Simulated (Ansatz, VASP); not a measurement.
# Tl2S: VASP beside Ansatz, part 3 of 3

One calculation is typed for both programs; each brings its own data sets. How far apart do they land? The cell is generated by rule, not measured, and may not be a known phase. The cell is taken from a series of runs on this material, whose earlier steps may have relaxed, scaled, displaced or heated it; both programs get it as it stands.

VASP 6.6.1 and Ansatz 0.2.0.

So far: The structure; Ansatz: zone-centre phonons, PBEsol; VASP: zone-centre phonons, PBEsol.

## 3. VASP: zone-centre phonons, PBEsol (continued)

Level of this step: PBEsol; plane waves and PAW (S, Tl_d); invented cell (VASP).

Numbers of over 12 decimals in the logs are rounded to 6 here.

From OUTCAR (step 3):

```text
ion  position               nearest neighbor table
   1  0.932  0.932  0.932-   4 2.60   3 3.19   5 3.19   6 3.19
   2  0.366  0.366  0.366-   6 2.72   5 2.72   3 2.72   6 3.22   3 3.22   5 3.22
   3  0.295  0.851  0.295-   2 2.72   1 3.19   2 3.22   6 3.24   5 3.24   4 3.66   4 3.85   4 3.85
                             6 4.06   5 4.06
   4  0.715  0.715  0.715-   1 2.60   3 3.66   5 3.66   6 3.66   3 3.85   5 3.85   3 3.85   5 3.85
                             6 3.85   6 3.85
   5  0.851  0.295  0.295-   2 2.72   1 3.19   2 3.22   6 3.24   3 3.24   4 3.66   4 3.85   4 3.85
                             6 4.06   3 4.06
   6  0.295  0.295  0.851-   2 2.72   1 3.19   2 3.22   3 3.24   5 3.24   4 3.66   4 3.85   4 3.85
                             5 4.06   3 4.06

  LATTYP: Found a trigonal (rhomboedric) cell.
 ALAT       =     5.8106245263
 COS(alpha) =     0.2107778491

 Subroutine GETGRP returns: Found  6 space group operations
 (whereof  6 operations were pure point group operations)

The static configuration has the point symmetry C_3v.

 Found     32 irreducible k-points:

   k-points           NKPTS =     32   k-points in BZ     NKDIM =     32   number of bands    NBANDS=     39

   dimension x,y,z NGX =    42 NGY =   42 NGZ =   42
   dimension x,y,z NGXF=    84 NGYF=   84 NGZF=   84

   ENCUT  =  500.0 eV  36.75 Ry    6.06 a.u.  10.59 10.59 10.59*2*pi/ulx,y,z

   NELECT =      64.0000    total number of electrons

 k-points in reciprocal lattice and weights: Automatic mesh
   0.00000000  0.00000000  0.00000000       0.005
   0.16666667  0.00000000 -0.00000000       0.028
   0.33333333  0.00000000 -0.00000000       0.028
   0.50000000  0.00000000 -0.00000000       0.014
   0.16666667  0.16666667 -0.00000000       0.028
   0.33333333  0.16666667 -0.00000000       0.056
   0.50000000  0.16666667 -0.00000000       0.056
  -0.33333333  0.16666667  0.00000000       0.056
  -0.16666667  0.16666667  0.00000000       0.028
[...]
-0.33333333  0.50000000  0.33333333       0.028
   0.50000000  0.50000000  0.50000000       0.005

 average (electrostatic) potential at core
       1 -86.7953       2 -86.7571       3 -84.8323       4 -85.3305       5 -84.8323
       6 -84.8323

  Total       -0.0497517     -0.0497517     -0.0335361     -0.0000000     -0.0000000      0.0000000
[...]
0.00000      0.00000      4.38673         0.000000     -0.000000     -0.004177
     -2.02895      1.17142      5.76550        -0.002126      0.001227      0.002540
      0.00000      0.00000      8.57405         0.000000     -0.000000     -0.004692
      2.02895      1.17142      5.76550         0.002126      0.001227      0.002540
      0.00000     -2.34283      5.76550         0.000000     -0.002455      0.002540
 -----------------------------------------------------------------------------------
    total drift:                               -0.000000     -0.000001      0.000112

 Eigenvectors and eigenvalues of the dynamical matrix
 ----------------------------------------------------

   1 f  =    5.828824 THz    36.623578 2PiTHz  194.428625 cm-1    24.106066 meV
             X         Y         Z           dx          dy          dz
      0.000000  0.000000 11.177921     0.000000   -0.000000   -0.855952
      0.000000  0.000000  4.386729     0.000000    0.000000    0.378905
     -2.028953  1.171416  5.765496     0.058036   -0.033507   -0.044546
      0.000000  0.000000  8.574050    -0.000000    0.000000    0.323035
      2.028953  1.171416  5.765496    -0.058036   -0.033507   -0.044546
      0.000000 -2.342833  5.765496    -0.000000    0.067014   -0.044546

   2 f  =    5.603238 THz    35.206180 2PiTHz  186.903888 cm-1    23.173118 meV
             X         Y         Z           dx          dy          dz
      0.000000  0.000000 11.177921     0.000000   -0.000000   -0.370947
      0.000000  0.000000  4.386729     0.000000   -0.000000   -0.837957
     -2.028953  1.171416  5.765496    -0.158777    0.091670    0.106954
      0.000000  0.000000  8.574050    -0.000000    0.000000    0.158330
      2.028953  1.171416  5.765496     0.158777    0.091670    0.106954
      0.000000 -2.342833  5.765496     0.000000   -0.183340    0.106954

   3 f  =    3.899566 THz    24.501695 2PiTHz  130.075514 cm-1    16.127301 meV
             X         Y         Z           dx          dy          dz
      0.000000  0.000000 11.177921    -0.024617    0.000000    0.000000
      0.000000  0.000000  4.386729     0.904142   -0.000002    0.000000
     -2.028953  1.171416  5.765496    -0.214970    0.161338    0.128494
      0.000000  0.000000  8.574050     0.016113   -0.000000   -0.000000
      2.028953  1.171416  5.765496    -0.214969   -0.161338   -0.128494
      0.000000 -2.342833  5.765496     0.064476    0.000001   -0.000000

   4 f  =    3.899566 THz    24.501695 2PiTHz  130.075514 cm-1    16.127301 meV
             X         Y         Z           dx          dy          dz
      0.000000  0.000000 11.177921     0.000000    0.024617   -0.000000
      0.000000  0.000000  4.386729    -0.000002   -0.904142    0.000000
     -2.028953  1.171416  5.765496    -0.161338    0.028672    0.074186
      0.000000  0.000000  8.574050    -0.000000   -0.016113   -0.000000
      2.028953  1.171416  5.765496     0.161338    0.028672    0.074186
      0.000000 -2.342833  5.765496    -0.000000    0.308118   -0.148372

   5 f  =    2.265261 THz    14.233057 2PiTHz   75.560984 cm-1     9.368364 meV
             X         Y         Z           dx          dy          dz
      0.000000  0.000000 11.177921    -0.000000    0.000000   -0.052475
      0.000000  0.000000  4.386729     0.000000   -0.000000   -0.316752
     -2.028953  1.171416  5.765496     0.467748   -0.270054    0.074002
      0.000000  0.000000  8.574050     0.000000   -0.000000   -0.073034
      2.028953  1.171416  5.765496    -0.467748   -0.270054    0.074002
      0.000000 -2.342833  5.765496    -0.000000    0.540109    0.074002

   6 f  =    1.606227 THz    10.092223 2PiTHz   53.577971 cm-1     6.642819 meV
             X         Y         Z           dx          dy          dz
      0.000000  0.000000 11.177921     0.561711    0.000012   -0.000000
      0.000000  0.000000  4.386729    -0.220769   -0.000005    0.000000
     -2.028953  1.171416  5.765496    -0.235335    0.382345   -0.144576
      0.000000  0.000000  8.574050    -0.092509   -0.000002   -0.000000
      2.028953  1.171416  5.765496    -0.235352   -0.382337    0.144580
      0.000000 -2.342833  5.765496     0.426891   -0.000010   -0.000004

   7 f  =    1.606227 THz    10.092223 2PiTHz   53.577971 cm-1     6.642819 meV
             X         Y         Z           dx          dy          dz
      0.000000  0.000000 11.177921    -0.000012    0.561711   -0.000000
      0.000000  0.000000  4.386729     0.000005   -0.220769    0.000000
     -2.028953  1.171416  5.765496     0.382346    0.206138    0.083475
      0.000000  0.000000  8.574050     0.000002   -0.092509    0.000000
      2.028953  1.171416  5.765496    -0.382336    0.206154    0.083469
      0.000000 -2.342833  5.765496    -0.000009   -0.456088   -0.166944

   8 f  =    1.250382 THz     7.856384 2PiTHz   41.708265 cm-1     5.171163 meV
             X         Y         Z           dx          dy          dz
      0.000000  0.000000 11.177921    -0.000000   -0.000000   -0.301892
      0.000000  0.000000  4.386729    -0.000000    0.000000    0.130751
     -2.028953  1.171416  5.765496    -0.051311    0.029625    0.284931
      0.000000  0.000000  8.574050     0.000000   -0.000000   -0.798547
      2.028953  1.171416  5.765496     0.051311    0.029625    0.284931
      0.000000 -2.342833  5.765496    -0.000000   -0.059249    0.284931

   9 f  =    0.539356 THz     3.388875 2PiTHz   17.990985 cm-1     2.230597 meV
             X         Y         Z           dx          dy          dz
      0.000000  0.000000 11.177921     0.019565    0.000001    0.000000
      0.000000  0.000000  4.386729     0.054520    0.000004    0.000000
     -2.028953  1.171416  5.765496    -0.197763   -0.046924   -0.434346
      0.000000  0.000000  8.574050     0.677377    0.000048    0.000000
      2.028953  1.171416  5.765496    -0.197757    0.046888    0.434382
      0.000000 -2.342833  5.765496    -0.279003   -0.000012   -0.000036

  10 f  =    0.539356 THz     3.388875 2PiTHz   17.990985 cm-1     2.230597 meV
             X         Y         Z           dx          dy          dz
      0.000000  0.000000 11.177921     0.000001   -0.019565    0.000000
      0.000000  0.000000  4.386729     0.000004   -0.054520    0.000000
     -2.028953  1.171416  5.765496     0.046892    0.251919   -0.250811
      0.000000  0.000000  8.574050     0.000048   -0.677377    0.000000
      2.028953  1.171416  5.765496    -0.046920    0.251926   -0.250749
      0.000000 -2.342833  5.765496    -0.000020    0.170679    0.501560

  11 f  =    0.417909 THz     2.625800 2PiTHz   13.939943 cm-1     1.728332 meV
             X         Y         Z           dx          dy          dz
      0.000000  0.000000 11.177921    -0.306160    0.000008    0.000000
      0.000000  0.000000  4.386729     0.195430   -0.000005    0.000000
     -2.028953  1.171416  5.765496     0.136838    0.015778   -0.516408
      0.000000  0.000000  8.574050    -0.519457    0.000014    0.000000
      2.028953  1.171416  5.765496     0.136839   -0.015786    0.516392
      0.000000 -2.342833  5.765496     0.164173   -0.000003    0.000016

  12 f  =    0.417909 THz     2.625800 2PiTHz   13.939943 cm-1     1.728332 meV
             X         Y         Z           dx          dy          dz
      0.000000  0.000000 11.177921     0.000008    0.306160   -0.000000
      0.000000  0.000000  4.386729    -0.000005   -0.195430    0.000000
     -2.028953  1.171416  5.765496    -0.015786   -0.155062   -0.298130
      0.000000  0.000000  8.574050     0.000014    0.519457   -0.000000
      2.028953  1.171416  5.765496     0.015778   -0.155061   -0.298158
      0.000000 -2.342833  5.765496    -0.000004   -0.127726    0.596287

  13 f/i=    0.007713 THz     0.048465 2PiTHz    0.257294 cm-1     0.031900 meV
             X         Y         Z           dx          dy          dz
      0.000000  0.000000 11.177921    -0.000000    0.000000   -0.189348
      0.000000  0.000000  4.386729    -0.000000    0.000000   -0.191915
     -2.028953  1.171416  5.765496     0.000884   -0.000510   -0.482957
      0.000000  0.000000  8.574050    -0.000000    0.000000   -0.477042
      2.028953  1.171416  5.765496    -0.000884   -0.000510   -0.482957
      0.000000 -2.342833  5.765496    -0.000000    0.001020   -0.482957
    [... 43 further lines ...]
      2.028953  1.171416  5.765496    -0.123831   -0.274414   -0.081844
      0.000000 -2.342833  5.765496     0.351462    0.000002   -0.000001

 ELASTIC MODULI CONTR FROM IONIC RELAXATION (kBar)
 Direction    XX          YY          ZZ          XY          YZ          ZX
 --------------------------------------------------------------------------------
 XX        -535.9787    347.6967    -41.9960      0.0000   -207.0270     -0.0000
 YY         347.6967   -535.9787    -41.9960     -0.0000    207.0270     -0.0000
 ZZ         -41.9960    -41.9960   -253.1692     -0.0000     -0.0000     -0.0000
 XY          -0.0000     -0.0000     -0.0000   -441.8377      0.0000   -256.6147
 YZ        -207.0270    207.0270     -0.0000      0.0000   -139.2629      0.0000
 ZX          -0.0000     -0.0000     -0.0000   -256.6147     -0.0000   -184.3081
 --------------------------------------------------------------------------------
```

The gap is under twice the smearing width, so the edge states are partly filled and the run can't tell a small gap from a semimetal. Methfessel-Paxton smearing is not meant for a cell with a gap.

## 4. Differences

Known differences besides the potentials themselves: the cutoff is 420 eV in Ansatz and 500 eV in VASP; Ansatz makes its cores anew for this functional, VASP keeps those of its PBE data sets. Total energies have different zeros and are not compared.

Both answers:

```csv
quantity,Ansatz,VASP,difference
"optical mode 1 to 2 (imaginary, printed as negative) (cm⁻¹)",-38.8,-38.8,0.0
"optical mode 3 (imaginary, printed as negative) (cm⁻¹)",-29.5,-29.1,-0.4
optical mode 4 to 5 (cm⁻¹),13.7,13.9,-0.2
optical mode 6 to 7 (cm⁻¹),17.1,18.0,-0.9
optical mode 8 (cm⁻¹),41.4,41.7,-0.4
optical mode 9 to 10 (cm⁻¹),53.5,53.6,-0.05 %
optical mode 11 (cm⁻¹),75.6,75.6,+0.06 %
optical mode 12 to 13 (cm⁻¹),130.0,130.1,-0.07 %
optical mode 14 (cm⁻¹),186.7,186.9,-0.09 %
optical mode 15 (cm⁻¹),194.5,194.4,+0.04 %
```

Modes are paired by rising frequency, not by their patterns, so a pair may set unlike modes beside each other; they are those without the splitting of longitudinal modes.

## 5. What came out

* r.m.s. difference of the optical zone-centre modes, each program's sorted by frequency (zone-centre phonons, PBEsol): 0.37 cm⁻¹

What this shows: The r.m.s. difference of the optical zone-centre modes, each program's sorted by frequency is 0.37 cm⁻¹ (zone-centre phonons, PBEsol). How closely two codes agree says nothing of how well the functional describes the real material.

[Lines on the potential files, build, host, timing and source positions are cut from VASP's logs without a mark.]

[Logs are printed without paths, hosts, clocks, repeated set-up lines and the standing remarks that a program may print on its own settings, such as how far it seeks lower states.]

[Hosts, paths, dates, database ids (printed as entryN), source tags and the programs' standing remarks are cut or masked in the printed files.]
